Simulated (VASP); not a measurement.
# TeW2 (Fm-3m) in VASP: reference runs

Reference runs on TeW2: the cell as given.

All numbers are computed with VASP 6.6.1; they aren't measurements. Logs are shortened: lines on timing, memory, paths and dates and some standing lists are left out, and cuts for length are marked.

**1. The crystal as given**

Symmetry: Fm-3m, No. 225, cubic system. The conventional cell has a = 6.260 Å, b = 6.260 Å, c = 6.260 Å, α = 90.00°, β = 90.00°, γ = 90.00°. Te (site symmetry m-3m) is surrounded by 8 W at 2.71 Å. W (site symmetry -43m) is surrounded by 4 Te at 2.71 Å.

The cell was built by a generator and needn't be a form met in nature.

**2. Single point, PBE**

The input, INCAR:

```
SYSTEM = TeW2
PREC     = Accurate       ! precision mode
ENCUT    = 520            ! plane-wave cutoff, eV
EDIFF    = 1E-7           ! SCF threshold, eV
ISMEAR   = -1             ! smearing method
SIGMA    = 0.05           ! smearing width, eV
LREAL    = .False.        ! projectors in reciprocal space
LASPH    = .True.         ! aspherical terms in the spheres
NELM     = 100            ! most SCF steps
ALGO     = Normal         ! electronic algorithm
ISIF     = 2              ! what is computed and relaxed
LWAVE    = .False.        ! write WAVECAR
LCHARG   = .False.        ! write CHGCAR
GGA      = PE             ! functional
NBANDS   = 24             ! bands
```

The input, KPOINTS:

```
regular mesh
0
Gamma
  7 7 7
  0 0 0
```

The input, POSCAR:

```
TeW2
1.0
    0.0000000000      3.1299451300      3.1299451300
    3.1299451300      0.0000000000      3.1299451300
    3.1299451300      3.1299451300      0.0000000000
Te W
1 2
Direct
    0.0000000000      0.0000000000      0.0000000000
    0.2500000000      0.2500000000      0.2500000000
    0.7500000000      0.7500000000      0.7500000000
```

Potentials or basis: VASP PAW PBE potentials, release 64 (Te, W_sv).

The run is started by

```console
$ cat potpaw_PBE.64/Te/POTCAR potpaw_PBE.64/W_sv/POTCAR > POTCAR
$ mpirun -np 1 vasp_std > vasp.out
```

OUTCAR:

```text
SYSTEM = TeW2
   PREC = Accurate
   ENCUT = 520
   EDIFF = 1E-7
   ISMEAR = -1
   LREAL = .False.
   LASPH = .True.
   NELM = 100
   ISIF = 2
   GGA = PE

 ion  position               nearest neighbor table
   1  0.000  0.000  0.000-   2 2.71   3 2.71   3 2.71   3 2.71   3 2.71   2 2.71   2 2.71   2 2.71

   2  0.250  0.250  0.250-   1 2.71   1 2.71   1 2.71   1 2.71   3 3.13   3 3.13   3 3.13   3 3.13
                             3 3.13   3 3.13
   3  0.750  0.750  0.750-   1 2.71   1 2.71   1 2.71   1 2.71   2 3.13   2 3.13   2 3.13   2 3.13
                             2 3.13   2 3.13

  LATTYP: Found a face centered cubic cell.
 ALAT       =     6.2598902600

  Lattice vectors:

 A1 = (   0.0000000000,   3.1299451300,   3.1299451300)
 A2 = (   3.1299451300,   0.0000000000,   3.1299451300)
 A3 = (   3.1299451300,   3.1299451300,   0.0000000000)

Analysis of symmetry for initial positions (statically):
=====================================================================
 Subroutine PRICEL returns:
 Original cell was already a primitive cell.

 Routine SETGRP: Setting up the symmetry group for a
 face centered cubic supercell.

 Subroutine GETGRP returns: Found 48 space group operations
 (whereof 48 operations were pure point group operations)
 out of a pool of 48 trial point group operations.

The static configuration has the point symmetry O_h .

Analysis of symmetry for dynamics (positions and initial velocities):
=====================================================================
 Subroutine PRICEL returns:
 Original cell was already a primitive cell.

 Routine SETGRP: Setting up the symmetry group for a
 face centered cubic supercell.

 Subroutine GETGRP returns: Found 48 space group operations
 (whereof 48 operations were pure point group operations)
 out of a pool of 48 trial point group operations.

The dynamic configuration has the point symmetry O_h .

 Subroutine INISYM returns: Found 48 space group operations
 (whereof 48 operations are pure point group operations),
 and found     1 'primitive' translations

----------------------------------------------------------------------------------------

                                     Primitive cell

  volume of cell :      61.3254

  direct lattice vectors                    reciprocal lattice vectors
     0.000000000  3.129945130  3.129945130    -0.159747209  0.159747209  0.159747209
     3.129945130  0.000000000  3.129945130     0.159747209 -0.159747209  0.159747209
     3.129945130  3.129945130  0.000000000     0.159747209  0.159747209 -0.159747209

  length of vectors
     4.426410852  4.426410852  4.426410852     0.276690283  0.276690283  0.276690283

  position of ions in fractional coordinates (direct lattice)
     0.000000000  0.000000000  0.000000000
     0.250000000  0.250000000  0.250000000
     0.750000000  0.750000000  0.750000000

  ion indices of the primitive-cell ions
   primitive index   ion index
                 1           1
                 2           2
                 3           3

----------------------------------------------------------------------------------------

 KPOINTS: regular mesh

Automatic generation of k-mesh.
 Grid dimensions read from file:
 generate k-points for:    7    7    7

 Generating k-lattice:

  Cartesian coordinates                     Fractional coordinates (reciprocal lattice)
    -0.022821030  0.022821030  0.022821030     0.142857143  0.000000000  0.000000000
     0.022821030 -0.022821030  0.022821030     0.000000000  0.142857143  0.000000000
     0.022821030  0.022821030 -0.022821030     0.000000000  0.000000000  0.142857143

  Length of vectors
     0.039527183  0.039527183  0.039527183

  Shift w.r.t. Gamma in fractional coordinates (k-lattice)
     0.000000000  0.000000000  0.000000000

 Subroutine IBZKPT returns following result:
 ===========================================

 Found     20 irreducible k-points:

 Following reciprocal coordinates:
            Coordinates               Weight
  0.000000  0.000000  0.000000      1.000000
  0.142857  0.000000  0.000000      8.000000
  0.285714  0.000000  0.000000      8.000000
  0.428571  0.000000  0.000000      8.000000
  0.142857  0.142857  0.000000      6.000000
  0.285714  0.142857  0.000000     24.000000
[... 12 lines left out ...]
 -0.428571  0.428571  0.142857     24.000000
 -0.285714  0.428571  0.142857     24.000000
   k-points           NKPTS =     20   k-points in BZ     NKDIM =     20   number of bands    NBANDS=     24
   number of dos      NEDOS =    301   number of ions     NIONS =      3
   total plane-waves  NPLWV =  46656
   dimension x,y,z NGX =    36 NGY =   36 NGZ =   36
   dimension x,y,z NGXF=    72 NGYF=   72 NGZF=   72
   ions per type =               1   2
   NGX,Y,Z   is equivalent  to a cutoff of  13.52, 13.52, 13.52 a.u.
   NGXF,Y,Z  is equivalent  to a cutoff of  27.04, 27.04, 27.04 a.u.
 SYSTEM =  TeW2
   PREC   = accura    normal or accurate (medium, high low for compatibility)
   ISTART =      0    job   : 0-new  1-cont  2-samecut
   ICHARG =      2    charge: 1-file 2-atom 10-const
   ISPIN  =      1    spin polarized calculation?
   LNONCOLLINEAR =      F non collinear calculations
   LSORBIT =      F    spin-orbit coupling
   LASPH  =      T    aspherical Exc in radial PAW
   ENCUT  =  520.0 eV  38.22 Ry    6.18 a.u.   8.23  8.23  8.23*2*pi/ulx,y,z
   NELM   =    100;   NELMIN=  2; NELMDL= -5     # of ELM steps
   EDIFF  = 0.1E-06   stopping-criterion for ELM
   LREAL  =      F    real-space projection
   EDIFFG = 0.1E-05   stopping-criterion for IOM
   NSW    =      0    number of steps for IOM
   IBRION =     -1    ionic relax: 0-MD 1-quasi-New 2-CG
   NFREE  =      0    steps in history (QN), initial steepest desc. (CG)
   ISIF   =      2    stress and relaxation
   ISYM   =      2    0-nonsym 1-usesym 2-fastsym
   POTIM  = 0.5000    time-step for ionic-motion
   TEBEG  =    0.0;   TEEND  =   0.0 temperature during run
   PSTRESS=    0.0 pullay stress
   NELECT =      34.0000    total number of electrons
   NUPDOWN=      -1.0000    fix difference up-down
   EMIN   =  10.00;   EMAX   =-10.00  energy-range for DOS
   EFERMI =   0.00;   METHOD = LEGACY
   ISMEAR =    -1;   SIGMA  =   0.05  broadening in eV -4-tet -1-fermi 0-gaus
   EFERMI_NEDOS =   21; number of points for ismear=-14 and -15
   IALGO  =     38    algorithm
   IMIX   =      4    mixing-type and parameters
     AMIX     =   0.40;   BMIX     =  1.00
     AMIX_MAG =   1.60;   BMIX_MAG =  1.00
  volume/ion in A,a.u.               =      20.44       137.95
  Fermi-wavevector in a.u.,A,eV,Ry     =   1.344893  2.541479 24.609365  1.808737
  Thomas-Fermi vector in A             =   2.472850
   LORBIT       =      0    0 simple, 1 ext, 2 COOP (PROOUT), +10 PAW based schemes
   GGA     = PE    functional components
   LHFCALC =     F    Hartree Fock is set to
   AEXX    =    0.0000 exact exchange contribution
   IVDW    =     0    specifies the selected vdW correction
   LEPSILON=     F    determine dielectric tensor
   LRPA    =     F    only Hartree local field effects (RPA)
 non-spin polarized calculation
  energy-cutoff  :      520.00
  volume of cell :       61.33
 maximum number of plane-waves:      1673
 NGX is ok and might be reduce to    36
   NGX = 17   NGY = 17   NGZ = 17

 number of electron      34.0000001 magnetization

 Free energy of the ion-electron system (eV)
  ---------------------------------------------------
  ext. energy  EPLUGINS =         0.00000000
  ---------------------------------------------------
  free energy    TOTEN  =       -24.30998124 eV

  energy without entropy =      -24.27458528  energy(sigma->0) =      -24.29228326

 E-fermi :   9.7797     XC(G=0): -11.8009

 val. band max:        9.7282854042   @ k =   0.1429   0.0000   0.0000
 cond. band min:       9.7898933695   @ k =  -0.4286   0.1429   0.0000
 fundamental gap:      0.0616079653
 Fermi energy:         9.7796572185

 k-point     1 :       0.0000    0.0000    0.0000
  band No.  band energies     occupation
      1     -64.2021      2.00000
      2     -64.1712      2.00000
      3     -28.5308      2.00000
      4     -28.5308      2.00000
      5     -28.5308      2.00000
      6     -28.3377      2.00000
[... 16 lines left out ...]
     23      13.8259      0.00000
     24      13.8763      0.00000

 k-point     2 :       0.1429    0.0000    0.0000
  band No.  band energies     occupation
      1     -64.2006      2.00000
      2     -64.1727      2.00000
      3     -28.5246      2.00000
      4     -28.5220      2.00000
      5     -28.5220      2.00000
      6     -28.3498      2.00000
[... 16 lines left out ...]
     23      13.9882      0.00000
     24      14.4544      0.00000

 k-point     3 :       0.2857    0.0000    0.0000
  band No.  band energies     occupation
      1     -64.1963      2.00000
      2     -64.1769      2.00000
      3     -28.5049      2.00000
      4     -28.4967      2.00000
      5     -28.4967      2.00000
      6     -28.3826      2.00000
[... 16 lines left out ...]
     23      14.3183      0.00000
     24      15.3453      0.00000

 k-point     4 :       0.4286    0.0000    0.0000
  band No.  band energies     occupation
      1     -64.1900      2.00000
      2     -64.1830      2.00000
      3     -28.4718      2.00000
      4     -28.4594      2.00000
      5     -28.4594      2.00000
      6     -28.4263      2.00000
[... 16 lines left out ...]
     23      14.5412      0.00000
     24      16.5054      0.00000

 k-point     5 :       0.1429    0.1429    0.0000
  band No.  band energies     occupation
      1     -64.2002      2.00000
      2     -64.1731      2.00000
      3     -28.5378      2.00000
      4     -28.5378      2.00000
      5     -28.4865      2.00000
      6     -28.3890      2.00000
[... 343 lines left out ...]
 k-point    18 :      -0.4286    0.2857    0.1429
  band No.  band energies     occupation
      1     -64.1890      2.00000
      2     -64.1839      2.00000
      3     -28.5641      2.00000
      4     -28.5391      2.00000
      5     -28.4651      2.00000
      6     -28.4164      2.00000
[... 16 lines left out ...]
     23      14.1745      0.00000
     24      16.1446      0.00000

 k-point    19 :      -0.4286    0.4286    0.1429
  band No.  band energies     occupation
      1     -64.1902      2.00000
      2     -64.1826      2.00000
      3     -28.5867      2.00000
      4     -28.5715      2.00000
      5     -28.5185      2.00000
      6     -28.3614      2.00000
[... 16 lines left out ...]
     23      15.0504      0.00000
     24      15.2646      0.00000

 k-point    20 :      -0.2857    0.4286    0.1429
  band No.  band energies     occupation
      1     -64.1871      2.00000
      2     -64.1858      2.00000
      3     -28.5903      2.00000
      4     -28.5681      2.00000
      5     -28.4707      2.00000
      6     -28.4107      2.00000
[... 16 lines left out ...]
     23      14.8522      0.00000
     24      16.4036      0.00000

------------------------ aborting loop because EDIFF is reached ----------------------------------------

  FORCE on cell =-STRESS in cart. coord.  units (eV):
  Direction    XX          YY          ZZ          XY          YZ          ZX
  --------------------------------------------------------------------------------------
  -------------------------------------------------------------------------------------
  Total       -0.3451503     -0.3451503     -0.3451503     -0.0000000      0.0000000      0.0000000
  in kB       -9.0173442     -9.0173442     -9.0173442     -0.0000000      0.0000000      0.0000000
  external PRESSURE =      -9.0173442 kB  Pullay stress =       0.0000000 kB

 VOLUME and BASIS-vectors are now :
 -----------------------------------------------------------------------------
  energy-cutoff  :      520.00
  volume of cell :       61.33
      direct lattice vectors                 reciprocal lattice vectors
     0.000000000  3.129945130  3.129945130    -0.159747209  0.159747209  0.159747209
     3.129945130  0.000000000  3.129945130     0.159747209 -0.159747209  0.159747209
     3.129945130  3.129945130  0.000000000     0.159747209  0.159747209 -0.159747209

 POSITION                                       TOTAL-FORCE (eV/Angst)
 -----------------------------------------------------------------------------------
      0.00000      0.00000      0.00000         0.000000     -0.000000     -0.000000
      1.56497      1.56497      1.56497         0.000000      0.000000      0.000000
      4.69492      4.69492      4.69492        -0.000000     -0.000000     -0.000000
 -----------------------------------------------------------------------------------
    total drift:                                0.000000      0.000000      0.000000

  FREE ENERGIE OF THE ION-ELECTRON SYSTEM (eV)
  ---------------------------------------------------
  free  energy   TOTEN  =       -24.3099812351 eV

  energy  without entropy=      -24.2745852836  energy(sigma->0) =      -24.29228326
```

Wall time 38 s (1 thread of Intel Xeon Platinum 8488C (Sapphire Rapids), shared host); peak memory 0.2 GiB.

Results:

```yaml
Free_energy: -24.3100 eV
Pressure: -0.9 GPa
Band_gap_on_the_k_mesh: none (metal or under the smearing width)
```

Spin-orbit coupling is left out, which matters for the levels of Te, W.
